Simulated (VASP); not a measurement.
Given:

```
B
1.0
    0.00000     1.43419     1.43419
    1.43419     0.00000     1.43419
    1.43419     1.43419     0.00000
B
1
Direct
  0.00000   0.00000   0.00000
```

Computed with PBEsol GGA, VASP's PBE PAW potentials (set 64) (plane waves; VASP). Settings: 520 eV cut-off, 19×19×19 Γ-centred mesh, first-order Methfessel-Paxton smearing of 0.10 eV, potentials B.

Q: The ions, cell shape and volume are relaxed. Give the cell that the relaxation ends in.

A: 
```
B
1.0
    0.00000     1.42822     1.42822
    1.42822     0.00000     1.42822
    1.42822     1.42822     0.00000
B
1
Direct
  0.00000   0.00000   0.00000
```
Space group Fm-3m (225), at a tolerance of 0.03 Å.

Q: How do energy and volume change from the first to the last step?

A: The energy (σ→0) changes by -0.8 meV/atom and the volume by -1.2 %, in 3 ionic steps.

The structure was generated: B was put into the fcc type (Fm-3m), which need not be its known phase. This run relaxes it. Symmetry was kept, so distortions that lower it aren't found.
